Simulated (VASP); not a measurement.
Input:

```
CELL_PARAMETERS angstrom
     -1.60877     1.60877     1.60877
      1.60877    -1.60877     1.60877
      1.60877     1.60877    -1.60877
ATOMIC_POSITIONS crystal
  Nb 0.00000 0.00000 0.00000
```

All values below come from revTPSS meta-GGA, VASP's PBE PAW potentials (set 64) (plane waves; VASP 6.6.1). Settings: 520 eV cut-off, 16×16×16 Γ-centred mesh, first-order Methfessel-Paxton smearing of 0.10 eV, potentials Nb_sv.

### Question
Give the stress tensor in GPa (positive for a compressed cell).

### Answer

```
12.21   0.00   0.00
 0.00  12.21   0.00
 0.00   0.00  12.21
```
The pressure is its mean diagonal, 12.21 GPa.

The compound is Nb in the bcc structure. This cell is one point of a volume scan, at 0.94 of the reference volume.
